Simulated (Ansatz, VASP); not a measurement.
# Mg3SiO: VASP beside Ansatz, part 2 of 2

Aim: how closely do two programs agree when they are given the same cell, functional and k mesh? The cell is generated by rule, not measured, and may not be a known phase. The cell is taken from a series of runs on this material, whose earlier steps may have relaxed, scaled, displaced or heated it; both programs get it as it stands.

VASP 6.6.1 and Ansatz 0.2.0.

So far: Starting point; VASP: relaxation of cell and atoms, PBE, pair 1; Ansatz: relaxation of cell and atoms, PBE, pair 1; Differences.

The structure was built from a prototype and need not be the compound's stable phase.

### 5. Ansatz: relaxation of cell and atoms, PBE, pair 2

Level of this step: Ansatz beside VASP: Kohn-Sham DFT, plane waves, PBE (Ansatz).

The relaxed volume is the usual yardstick between codes: in a stiff, nearly cubic crystal its relative difference is about their pressure difference at one cell divided by the bulk modulus.

The cell is taken from a series of runs on this material, whose earlier steps may have relaxed, scaled, displaced or heated it; both programs get it as it stands.

input.yaml reads:

```yaml
crystal:
  lattice:
    - [4.2208663867, 0.0, 0.0]
    - [0.0, 4.2208663867, 0.0]
    - [0.0, 0.0, 4.2208663867]
  atoms:
    - { symbol: Mg, position: [0.0, 0.5, 0.5] }
    - { symbol: Mg, position: [0.5, 0.0, 0.5] }
    - { symbol: Mg, position: [0.5, 0.5, 0.0] }
    - { symbol: Si, position: [0.0, 0.0, 0.0] }
    - { symbol: O, position: [0.5, 0.5, 0.5] }
kpoints:
  mp_grid: { grid: [8, 8, 8] }
hamiltonian:
  xc: pbe
  pseudopotentials: { kind: nc }
scf:
  occupations: { method: gaussian, width: 0.1 }
output:
  forces: true
  stress: true
  eigenvalues: true
  write_density: true
  write_potential: true
  elf: true
  volumetric_format: npy
relax:
  adjacent_minimum: "off"
  f_tol: 0.005
  max_steps: 80
  cell: { stress_tol: 0.05 }
```

Command:

```
$ ansatz run input.yaml --threads 8 --pin off --max-ram 14336MiB --backend cpu --events-out ev --progress --plain --runs-dir out
```

Numbers of over 12 decimals in the logs are rounded to 6 here.

What it wrote:

```text
[...]
Crystal: 5 atoms, lattice volume = 75.198 Å³
Basis set: ecut = 1240 eV, 7441 PW (Γ), exchange–correlation on 100×100×100 points (8 copies of the dense FFT grid, shifted against one another)
Bands: 25, of which v1, the nominal top of the filled ones, is band 20 counted from 1 (19 counted from 0)
Symmetry: 48 space group operations
[...]
k-points: 35 of 512
[...]
--- Relaxed structure (2 steps of the walk, 2 accepted, 1 SCFs on fresh bases) ---
[...]
cell:  # Å, volume = 75.2322 Å³
    - [4.221511, 0, 0]
    - [0, 4.221511, 0.0]
    - [0, 0.0, 4.221511]
  atoms:
    - { symbol: Mg, position: [0, 0.500000, 0.500000] }
    - { symbol: Mg, position: [0.500000, 0, 0.500000] }
    - { symbol: Mg, position: [0.500000, 0.500000, 0] }
    - { symbol: Si, position: [0, 0, 0] }
    - { symbol: O, position: [0.500000, 0.500000, 0.500000] }
[key lines of the parts left out:]
SCF converged after 5 iterations
Free energy (F): -5430.628948 eV
Fermi energy:    8.552020 eV
P = ⅓ Tr σ = 0.0180 GPa (0.180 kbar)
```

### 6. VASP: relaxation of cell and atoms, PBE, pair 2

The same cell, functional, mesh and smearing now go to VASP, with its own data sets.

INCAR reads:

```
SYSTEM = Mg3SiO
PREC = Accurate
ENCUT = 600
EDIFF = 1E-07
NELM = 120
ISMEAR = 0
SIGMA = 0.1
LREAL = .FALSE.
ALGO = Normal
GGA = PE
NBANDS = 14
LORBIT = 11
LWAVE = .FALSE.
LCHARG = .FALSE.
ISIF = 3
IBRION = 2
NSW = 80
EDIFFG = -0.005
LASPH = .TRUE.
GGA_COMPAT = .FALSE.
NELMIN = 4
KPAR = 2
```

POSCAR reads:

```
Mg3SiO
1.0
    4.2208660000      0.0000000000      0.0000000000
    0.0000000000      4.2208660000      0.0000000000
    0.0000000000      0.0000000000      4.2208660000
Mg Si O
3 1 1
Direct
    0.0000000000      0.5000000000      0.5000000000
    0.5000000000      0.0000000000      0.5000000000
    0.5000000000      0.5000000000      0.0000000000
    0.0000000000      0.0000000000      0.0000000000
    0.5000000000      0.5000000000      0.5000000000
```

KPOINTS reads:

```
Automatic mesh
0
Gamma
8 8 8
0 0 0
```

Potentials, in the order of the species: Mg, Si and O (PBE family, release 64).

Command:

```
$ mpirun -np 2 vasp_std
```

What it wrote:

```text
[... set-up lines as in an earlier step ...]
 entering main loop
       N       E                     dE             d eps       ncg     rms          rms(c)
DAV:   1     0.566210440597E+02    0.56621E+02   -0.68906E+03   980   0.104E+03
DAV:   2    -0.160008829034E+02   -0.72622E+02   -0.65688E+02  1268   0.175E+02
DAV:   3    -0.222116290409E+02   -0.62107E+01   -0.61628E+01  1286   0.536E+01
DAV:   4    -0.222631308672E+02   -0.51502E-01   -0.51489E-01  1136   0.557E+00
[...]
DAV:  15    -0.199561462805E+02    0.10881E-06   -0.53517E-07  1076   0.542E-03    0.290E-03
DAV:  16    -0.199561461637E+02    0.11677E-06   -0.33354E-07  1016   0.440E-03    0.112E-03
DAV:  17    -0.199561461448E+02    0.18864E-07   -0.26112E-08   550   0.137E-03
   1 F= -.19956146E+02 E0= -.19955160E+02  d E =-.199561E+02
[...]
N       E                     dE             d eps       ncg     rms          rms(c)
DAV:   1    -0.199582186109E+02   -0.20724E-02   -0.28019E-02  1214   0.144E+00    0.310E-01
DAV:   2    -0.199566392547E+02    0.15794E-02   -0.90396E-03  1226   0.850E-01    0.586E-02
DAV:   3    -0.199565388714E+02    0.10038E-03   -0.57792E-04  1060   0.219E-01    0.223E-02
DAV:   4    -0.199565344740E+02    0.43974E-05   -0.11595E-04  1124   0.719E-02    0.161E-02
DAV:   5    -0.199565322645E+02    0.22095E-05   -0.26228E-05  1184   0.451E-02    0.658E-03
DAV:   6    -0.199565317492E+02    0.51529E-06   -0.42286E-06  1100   0.184E-02    0.200E-03
DAV:   7    -0.199565319558E+02   -0.20658E-06   -0.28451E-07   952   0.400E-03    0.133E-03
DAV:   8    -0.199565319391E+02    0.16727E-07   -0.82241E-08   558   0.246E-03
   2 F= -.19956532E+02 E0= -.19955583E+02  d E =-.385794E-03
 trial-energy change:   -0.000386  1 .order   -0.000380   -0.000841    0.000080
 step:   0.9155(harm=  0.9126)  dis= 0.00000  next Energy=   -19.956535 (dE=-0.389E-03)
 reached required accuracy - stopping structural energy minimisation
```

Parts of OUTCAR (step 6):

```text
  Total        0.0163152      0.0163152      0.0163152     -0.0000000      0.0000000     -0.0000000
  in kB        0.3493341      0.3493341      0.3493341     -0.0000000      0.0000000     -0.0000000
  external PRESSURE =       0.3493341 kB  Pullay stress =       0.0000000 kB

 POSITION                                       TOTAL-FORCE (eV/Angst)
 -----------------------------------------------------------------------------------
     -0.00000      2.10696      2.10696        -0.000000      0.000000      0.000000
      2.10696     -0.00000      2.10696        -0.000000      0.000000      0.000000
      2.10696      2.10696     -0.00000        -0.000000      0.000000      0.000000
      0.00000      0.00000      0.00000        -0.000000      0.000000      0.000000
      2.10696      2.10696      2.10696         0.000000      0.000000      0.000000
 -----------------------------------------------------------------------------------
    total drift:                                0.000000      0.000000      0.000000

  FREE ENERGIE OF THE ION-ELECTRON SYSTEM (eV)
  ---------------------------------------------------
  free  energy   TOTEN  =       -19.9565319391 eV

  energy  without entropy=      -19.9546349614  energy(sigma->0) =      -19.95558345

[... 2 parts as in an earlier step ...]

[... 2 further parts left out ...]
[key lines of the parts left out:]
E-fermi :   5.4676
```

### 7. Comparison

What differs besides the data sets and the points named for the pairs above, as far as they apply: the data sets hold 40 valence electrons in Ansatz (on its NC files) and 16 in VASP. Total energies have different zeros and are not compared.

The two programs side by side:

| quantity | Ansatz | VASP | difference |
| --- | --- | --- | --- |
| volume (Å³) | 75.23 | 74.83 | +0.54 % |
| edge a after relaxation, in the typed setting (Å) | 4.221 | 4.214 | +0.18 % |

### 8. VASP: relaxation of cell and atoms, PBE, pair 3

The relaxed volume is the usual yardstick between codes: in a stiff, nearly cubic crystal its relative difference is about their pressure difference at one cell divided by the bulk modulus. This pair takes another cell of the material, with 10 atoms against 5 for the pair before.

INCAR, as its differences from that of step 6:

```diff
@@ -5,4 +5,4 @@
 NELM = 120
-ISMEAR = 0
-SIGMA = 0.1
+ISMEAR = 1
+SIGMA = 0.2
 LREAL = .FALSE.
@@ -10,3 +10,3 @@
 GGA = PE
-NBANDS = 14
+NBANDS = 26
 LORBIT = 11
```

POSCAR reads:

```
Mg3SiO
1.0
    4.2216620000      4.2216620000      0.0000000000
    4.2216620000      0.0000000000      4.2216620000
    4.2216620000      0.0000000000     -4.2216620000
Mg Si O
6 2 2
Direct
    0.5000000000      0.9739439112      0.5260560888
    0.5000000000      0.5260560888      0.9739439112
    0.0000000000      0.5000000000      0.0000000000
    0.0000000000      0.0000000000      0.5000000000
    0.5000000000      0.4739439112      0.4739439112
    0.5000000000      0.0260560888      0.0260560888
    0.0000000000      0.5000000000      0.5000000000
    0.0000000000      0.0000000000      0.0000000000
    0.5000000000      0.2500000000      0.7500000000
    0.5000000000      0.7500000000      0.2500000000
```

KPOINTS is that of step 6.

Command:

```
$ mpirun -np 2 vasp_std
```

What it wrote:

```text
[banner, memory and clock lines left out]
running    2 mpi-ranks, on    1 nodes
[...]
LDA part: xc-table for (Slater+PW92), standard interpolation
 POSCAR, INCAR and KPOINTS ok, starting setup
[...]
entering main loop
       N       E                     dE             d eps       ncg     rms          rms(c)
DAV:   1     0.124403242663E+03    0.12440E+03   -0.13570E+04  3068   0.113E+03
DAV:   2    -0.294787788279E+02   -0.15388E+03   -0.14139E+03  3904   0.191E+02
DAV:   3    -0.443879529070E+02   -0.14909E+02   -0.14776E+02  3870   0.610E+01
DAV:   4    -0.445502363357E+02   -0.16228E+00   -0.16213E+00  3524   0.705E+00
[...]
DAV:  15    -0.399289599299E+02    0.11487E-06   -0.69902E-07  3298   0.449E-03    0.125E-03
DAV:  16    -0.399289600365E+02   -0.10658E-06   -0.26444E-07  2642   0.268E-03    0.166E-03
DAV:  17    -0.399289600332E+02    0.32405E-08   -0.81358E-08  1734   0.186E-03
   1 F= -.39928960E+02 E0= -.39929259E+02  d E =-.399290E+02
[... from here on, the cycles between the ionic steps are left out ...]
   2 F= -.39930349E+02 E0= -.39930664E+02  d E =-.138912E-02
   3 F= -.39930605E+02 E0= -.39930935E+02  d E =-.164506E-02
   4 F= -.39930754E+02 E0= -.39931112E+02  d E =-.148968E-03
   5 F= -.39930755E+02 E0= -.39931117E+02  d E =-.150121E-03
   6 F= -.39930810E+02 E0= -.39931174E+02  d E =-.546512E-04
   7 F= -.39930967E+02 E0= -.39931337E+02  d E =-.212273E-03
   8 F= -.39931253E+02 E0= -.39931634E+02  d E =-.497753E-03
   9 F= -.39931692E+02 E0= -.39932097E+02  d E =-.936916E-03
  10 F= -.39931934E+02 E0= -.39932388E+02  d E =-.117870E-02
  11 F= -.39932015E+02 E0= -.39932465E+02  d E =-.807185E-04
  12 F= -.39932020E+02 E0= -.39932469E+02  d E =-.864603E-04
  13 F= -.39932035E+02 E0= -.39932478E+02  d E =-.150846E-04
 trial-energy change:   -0.000015  1 .order   -0.000015   -0.000020   -0.000010
 step:   1.7309(harm=  2.0821)  dis= 0.00072  next Energy=   -39.932039 (dE=-0.182E-04)
 reached required accuracy - stopping structural energy minimisation
```

Parts of OUTCAR (step 8):

```text
  Total        0.0222527     -0.0198192      0.0222527      0.0000000      0.0000000      0.0000000
  in kB        0.2370990     -0.2111704      0.2370990      0.0000000      0.0000000      0.0000000
  external PRESSURE =       0.0876759 kB  Pullay stress =       0.0000000 kB

 POSITION                                       TOTAL-FORCE (eV/Angst)
 -----------------------------------------------------------------------------------
      8.41362      2.12421      1.83416         0.000000     -0.000000      0.002470
      8.41362      2.12421     -1.83416         0.000000      0.000000     -0.002470
      2.10341     -0.00000      2.10341        -0.000000     -0.000000      0.000000
      2.10341      0.00000     -2.10341         0.000000     -0.000000     -0.000000
      6.04098      2.12421      0.00000         0.002470      0.000000     -0.000000
      2.37265      2.12421      0.00000        -0.002470      0.000000     -0.000000
      4.20681      0.00000      0.00000         0.000000     -0.000000     -0.000000
      0.00000     -0.00000      0.00000         0.000000     -0.000000     -0.000000
      6.31022      2.12421     -2.10341         0.000000     -0.000000      0.000000
      6.31022      2.12421      2.10341        -0.000000     -0.000000      0.000000
 -----------------------------------------------------------------------------------
    total drift:                               -0.000000      0.000000      0.000000

  FREE ENERGIE OF THE ION-ELECTRON SYSTEM (eV)
  ---------------------------------------------------
  free  energy   TOTEN  =       -39.9320354609 eV

  energy  without entropy=      -39.9333630764  energy(sigma->0) =      -39.93247800

[... 1 part as in an earlier step ...]

[... 3 further parts left out ...]
[key lines of the parts left out:]
E-fermi :   5.3109
```

The run keeps the 16 symmetry operations of its start, so it cannot find a distortion of lower symmetry.

### 9. Ansatz: relaxation of cell and atoms, PBE, pair 3

The same cell, functional, mesh and smearing now go to Ansatz, which takes its cutoff from its data sets.

The cell is taken from a series of runs on this material, whose earlier steps may have relaxed, scaled, displaced or heated it; both programs get it as it stands.

input.yaml reads:

```yaml
crystal:
  lattice:
    - [4.2216622333, 4.2216622333, 0.0]
    - [4.2216622333, 0.0, 4.2216622333]
    - [4.2216622333, 0.0, -4.2216622333]
  atoms:
    - { symbol: Mg, position: [0.5, -0.0260560874, 0.5260560874] }
    - { symbol: Mg, position: [0.5, 0.5260560874, -0.0260560874] }
    - { symbol: Mg, position: [0.0, 0.5, 0.0] }
    - { symbol: Mg, position: [0.0, 0.0, 0.5] }
    - { symbol: Mg, position: [0.5, 0.4739439126, 0.4739439126] }
    - { symbol: Mg, position: [0.5, 0.0260560874, 0.0260560874] }
    - { symbol: Si, position: [0.0, 0.5, 0.5] }
    - { symbol: Si, position: [0.0, 0.0, 0.0] }
    - { symbol: O, position: [0.5, 0.25, 0.75] }
    - { symbol: O, position: [0.5, 0.75, 0.25] }
kpoints:
  mp_grid: { grid: [8, 8, 8] }
hamiltonian:
  xc: pbe
  pseudopotentials: { kind: nc }
scf:
  occupations: { method: methfessel_paxton, width: 0.2 }
output:
  forces: true
  stress: true
  eigenvalues: true
relax:
  adjacent_minimum: "off"
  f_tol: 0.002
  max_steps: 120
  cell: { stress_tol: 0.03 }
```

Command:

```
$ ansatz run input.yaml --threads 8 --pin off --max-ram 14336MiB --backend cpu --events-out ev --progress --plain --runs-dir out
```

What it wrote:

```text
[...]
Crystal: 10 atoms, lattice volume = 150.481 Å³
Basis set: ecut = 1240 eV, 15009 PW (Γ), exchange–correlation on 144×144×144 points (8 copies of the dense FFT grid, shifted against one another)
Bands: 50, of which v1, the nominal top of the filled ones, is band 40 counted from 1 (39 counted from 0)
Symmetry: 16 space group operations
[...]
k-points: 59 of 512
[...]
- { symbol: Mg, position: [0.5, 0.533643, -0.033643] }
    - { symbol: Mg, position: [0, 0.5, 0.0] }
    - { symbol: Mg, position: [0, 0.0, 0.5] }
    - { symbol: Mg, position: [0.5, 0.466357, 0.466357] }
    - { symbol: Mg, position: [0.5, 0.033643, 0.033643] }
    - { symbol: Si, position: [0, 0.5, 0.5] }
    - { symbol: Si, position: [0, 0, 0] }
    - { symbol: O, position: [0.5, 0.250000, 0.750000] }
    - { symbol: O, position: [0.5, 0.750000, 0.250000] }
[key lines of the parts left out:]
SCF converged after 6 iterations
Free energy (F): -10861.282448 eV
Fermi energy:    8.373662 eV
P = ⅓ Tr σ = 0.0023 GPa (0.023 kbar)
```

### 10. Differences

What differs besides the data sets and the points named for the pairs above, as far as they apply: the data sets hold 80 valence electrons in Ansatz (on its NC files) and 32 in VASP. Total energies have different zeros and are not compared.

Compared:

| quantity | Ansatz | VASP | difference |
| --- | --- | --- | --- |
| volume (Å³) | 151.22 | 150.37 | +0.56 % |
| edge a after relaxation, in the typed setting (Å) | 5.990 | 5.979 | +0.19 % |
| edge b after relaxation, in the typed setting (Å) | 5.960 | 5.949 | +0.18 % |

### 11. What came out

```yaml
difference_in_volume_relaxation_of_cell_and_atoms_pbe_pair_1: 0.48 %
difference_in_volume_relaxation_of_cell_and_atoms_pbe_pair_2: 0.54 %
difference_in_volume_relaxation_of_cell_and_atoms_pbe_pair_3: 0.56 %
```

The difference in volume is 0.56 % (relaxation of cell and atoms, PBE, pair 3), within the 1.2 % picked in this series as the mark of a large difference, as far as the stopping tolerances let one tell. The data sets hold unlike numbers of valence electrons (40 in Ansatz and 16 in VASP and 80 in Ansatz and 32 in VASP), so part of the differences comes from the potentials. 2 further runs of this series are not shown here. Such differences can come from data sets, numerical settings and the points named under the comparisons, not from the functional's error against experiment.

[Lines on the potential files, build, host, timing and source positions are cut from VASP's logs without a mark.]

[Logs are printed without paths, hosts, clocks, repeated set-up lines and the standing remarks that a program may print on its own settings, such as how far it seeks lower states.]

[Hosts, paths, dates, database ids (printed as entryN), source tags and the programs' standing remarks are cut or masked in the printed files.]
